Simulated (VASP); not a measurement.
These are PBE GGA, VASP's PBE PAW potentials (set 64) (plane waves; VASP) values and carry that method's errors.

A VASP calculation is set up with these files.

File KPOINTS:
```
Automatic mesh
0
Gamma
9 9 9
0 0 0
```

### POSCAR
```
Ba
1
   -2.5100000000     2.5100000000     2.5100000000
    2.5100000000    -2.5100000000     2.5100000000
    2.5100000000     2.5100000000    -2.5100000000
Ba
1
Direct
  0.0000000000   0.0000000000   0.0000000000
```

**INCAR**
```
ALGO = Normal
EDIFF = 1E-6
ENCUT = 400
GGA = PE
ISIF = 2
ISMEAR = 1
LASPH = T
LCHARG = F
LMAXMIX = 4
LREAL = F
LWAVE = F
NELM = 100
PREC = Accurate
SIGMA = 0.1
SYSTEM = Ba
```

POTCAR, in this order: Ba_sv (PBE.64 set). Program: vasp_std.

What VASP printed:

**OSZICAR**
```
       N       E                     dE             d eps       ncg     rms          rms(c)
DAV:   1     0.475962044938E+02    0.47596E+02   -0.37599E+03   630   0.736E+02
DAV:   2    -0.105500201656E+00   -0.47702E+02   -0.47318E+02   728   0.142E+02
DAV:   3    -0.186770545620E+01   -0.17622E+01   -0.17559E+01   805   0.298E+01
DAV:   4    -0.190577630373E+01   -0.38071E-01   -0.38036E-01   983   0.396E+00
DAV:   5    -0.190617808996E+01   -0.40179E-03   -0.40176E-03   918   0.234E-01    0.162E+00
DAV:   6    -0.190593095008E+01    0.24714E-03   -0.25638E-03   830   0.596E-01    0.968E-01
DAV:   7    -0.190641827563E+01   -0.48733E-03   -0.61697E-03   706   0.960E-01    0.424E-02
DAV:   8    -0.190660013014E+01   -0.18185E-03   -0.35659E-04  1016   0.122E-01    0.273E-02
DAV:   9    -0.190660798335E+01   -0.78532E-05   -0.77963E-06   801   0.289E-02    0.836E-03
DAV:  10    -0.190660984137E+01   -0.18580E-05   -0.50735E-06   789   0.167E-02    0.189E-03
DAV:  11    -0.190660982327E+01    0.18096E-07   -0.41348E-07   410   0.717E-03
   1 F= -.19066098E+01 E0= -.19060170E+01  d E =-.177843E-02
```

OUTCAR:
```
------------------------ aborting loop because EDIFF is reached ----------------------------------------
  FORCE on cell =-STRESS in cart. coord.  units (eV):
  Direction    XX          YY          ZZ          XY          YZ          ZX
  --------------------------------------------------------------------------------------
  Total        0.0261571      0.0261571      0.0261571      0.0000000     -0.0000000      0.0000000
  in kB        0.6625511      0.6625511      0.6625511      0.0000000     -0.0000000      0.0000000
  external PRESSURE =       0.6625511 kB  Pullay stress =       0.0000000 kB
  volume of cell :       63.25
      direct lattice vectors                 reciprocal lattice vectors
    -2.510000000  2.510000000  2.510000000     0.000000000  0.199203187  0.199203187
     2.510000000 -2.510000000  2.510000000     0.199203187  0.000000000  0.199203187
     2.510000000  2.510000000 -2.510000000     0.199203187  0.199203187  0.000000000
 POSITION                                       TOTAL-FORCE (eV/Angst)
 -----------------------------------------------------------------------------------
      0.00000      0.00000      0.00000         0.000000      0.000000      0.000000
 -----------------------------------------------------------------------------------
    total drift:                                0.000000     -0.000000     -0.000000
  FREE ENERGIE OF THE ION-ELECTRON SYSTEM (eV)
  ---------------------------------------------------
  free  energy   TOTEN  =        -1.9066098233 eV

  energy  without entropy=       -1.9048313931  energy(sigma->0) =       -1.90601701
```
(Selected blocks of OUTCAR.)

The compound is Ba in the bcc structure. The cell was not relaxed at this level.
